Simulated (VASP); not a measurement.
Wanted: the native input for a VASP 6.6.1 run.

| Quantity | Value |
| --- | --- |
| Task | Born charges and dielectric tensor |
| Functional | LDA |
| Potentials or basis | VASP PAW LDA potentials, release 64 (Sr_sv, Ti, O) |
| Cutoff | 600 eV |
| k mesh | 8 × 8 × 8 |
| Occupations | gaussian, width 0.02 eV |
| Spin | no spin polarisation |
| Further INCAR settings | ALGO = Normal; EDIFF = 1e-08; IBRION = 8; NSW = 1 |

The structure of SrTiO3 lies in POSCAR:

```
SrTiO3
1.0
    3.8599600000      0.0000000000      0.0000000000
    0.0000000000      3.8599600000      0.0000000000
    0.0000000000      0.0000000000      3.8599600000
Sr Ti O
1 1 3
Direct
    0.0000000000      0.0000000000      0.0000000000
    0.5000000000      0.5000000000      0.5000000000
    0.5000000000      0.0000000000      0.5000000000
    0.5000000000      0.5000000000      0.0000000000
    0.0000000000      0.5000000000      0.5000000000
```

The cell is a database's computed one.

One way to write it, as run:

INCAR

```
SYSTEM = SrTiO3
ALGO     = Normal         ! electronic algorithm
EDIFF    = 1E-8           ! SCF threshold, eV
ENCUT    = 600            ! plane-wave cutoff, eV
GGA      = CA             ! functional
IBRION   = 8              ! ionic algorithm
ISIF     = 2              ! what is computed and relaxed
ISMEAR   = 0              ! smearing method
LASPH    = .True.         ! aspherical terms in the spheres
LCHARG   = .False.        ! write CHGCAR
LEPSILON = .True.         ! dielectric tensor by DFPT
LREAL    = .False.        ! projectors in reciprocal space
LWAVE    = .False.        ! write WAVECAR
NELM     = 80             ! most SCF steps
NSW      = 1              ! ionic steps
PREC     = Accurate       ! precision mode
SIGMA    = 0.02           ! smearing width, eV
```

KPOINTS

```
k-points
0
Gamma
  8 8 8
  0 0 0
```

Potentials or basis: VASP PAW LDA potentials, release 64 (Sr_sv, Ti, O).

Run with:

```bash
$ cat potpaw_LDA.64/Sr_sv/POTCAR potpaw_LDA.64/Ti/POTCAR potpaw_LDA.64/O/POTCAR > POTCAR
$ mpirun -np 1 vasp_std > vasp.out
```

Results of the run:

The band gap on the k mesh is 1.71 eV, indirect (least direct gap 1.99 eV), the electronic dielectric tensor (diagonal) is 6.63 and the born charges (mean of the diagonal) is Sr +2.54; Ti +7.69; O -3.41 e. The highest phonon frequency at Γ, LO-TO splitting left out is 590 cm⁻¹.

Run time: 11 min on 1 thread of Intel(R) Xeon(R) Platinum 8488C (Sapphire Rapids), on a shared host, peak memory 0.6 GiB.
